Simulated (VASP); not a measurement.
Given:

```
CELL_PARAMETERS angstrom
      0.00000     1.71096     1.71096
      1.71096     0.00000     1.71096
      1.71096     1.71096     0.00000
ATOMIC_POSITIONS crystal
  Ni 0.00000 0.00000 0.00000
```
Starting moments (μB, in the order of the record's atoms Ni): 0.6.

Level of theory: revTPSS meta-GGA, VASP's PBE PAW potentials (set 64) (plane waves; VASP). Run with 520 eV cut-off, 18×18×18 Γ-centred mesh, first-order Methfessel-Paxton smearing of 0.10 eV, potentials Ni.

### Question
Give the stress tensor in GPa (positive for a compressed cell).

### Answer

```
8.10  0.00  0.00
0.00  8.10  0.00
0.00  0.00  8.10
```
The pressure is its mean diagonal, 8.10 GPa.

The compound is Ni in the fcc structure. This cell is one point of a volume scan, at 0.97 of the reference volume.
